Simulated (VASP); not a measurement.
Wanted: the native input for a VASP 6.6.1 run.

```yaml
Task: single point
Functional: r2SCAN
Potentials_or_basis: VASP PAW PBE potentials, release 64 (F, In_d)
Cutoff: 520 eV
k_mesh: 8 × 8 × 8
Occupations: fermi-dirac, width 0.1 eV
Spin: no spin polarisation
Dipole_correction: no
Further_INCAR_settings: ALGO = Normal; EDIFF = 1e-06; NBANDS = 17
```

InF:

```
F In
1.0
     0.00000    2.88886    2.88886
     2.88886    0.00000    2.88886
     2.88886    2.88886    0.00000
F In
1 1
Cartesian
  1.4444 1.4444 1.4444
  0.0000 0.0000 0.0000
```

The cell was built by a generator and needn't be a form met in nature.

One way to write it, as run:

POSCAR

```
InF
1.0
    0.0000000000      2.8888590000      2.8888590000
    2.8888590000      0.0000000000      2.8888590000
    2.8888590000      2.8888590000      0.0000000000
F In
1 1
Direct
    0.2500000000      0.2500000000      0.2500000000
    0.0000000000      0.0000000000      0.0000000000
```

INCAR.step1

```
SYSTEM = InF
PREC = Accurate ; ENCUT = 520
ISMEAR = -5 ; SIGMA = 0.1
LREAL = .False. ; LASPH = .True.
NELM = 100 ; NBANDS = 17
GGA = PE ; ALGO = Normal
EDIFF = 1E-4 ; LWAVE = .True.
LCHARG = .False.
```

INCAR.step2

```
SYSTEM = InF
PREC = Accurate ; ENCUT = 520
EDIFF = 1E-6 ; ISMEAR = -1
SIGMA = 0.1 ; LREAL = .False.
LASPH = .True. ; NELM = 100
ALGO = Normal ; ISIF = 2
LWAVE = .False. ; LCHARG = .False.
METAGGA = R2SCAN ; LMIXTAU = .True.
LORBIT = 10 ; NBANDS = 17
ISTART = 1
```

KPOINTS

```
regular mesh
0
Gamma
  8 8 8
  0 0 0
```

Potentials or basis: VASP PAW PBE potentials, release 64 (F, In_d).

The run is started by

```bash
$ cat potpaw_PBE.64/F/POTCAR potpaw_PBE.64/In_d/POTCAR > POTCAR
$ cp INCAR.step1 INCAR
$ mpirun -np 1 vasp_std > vasp.out
$ cp INCAR.step2 INCAR
$ mpirun -np 1 vasp_std > vasp.out
```

It gave:

The pressure is 1.5 GPa, the band gap on the k mesh is 1.46 eV, direct and the valence electrons inside the program's atomic spheres are F 6.08; In 11.20.

Caveat: the PAW data sets were made with another functional, which shifts forces and pressure a little; spin-orbit coupling is left out, which moves the levels of the heavy elements.

It took 51 s on 1 thread of Intel(R) Xeon(R) 6975P-C (Granite Rapids), on a shared host, peak memory 0.18 GiB.
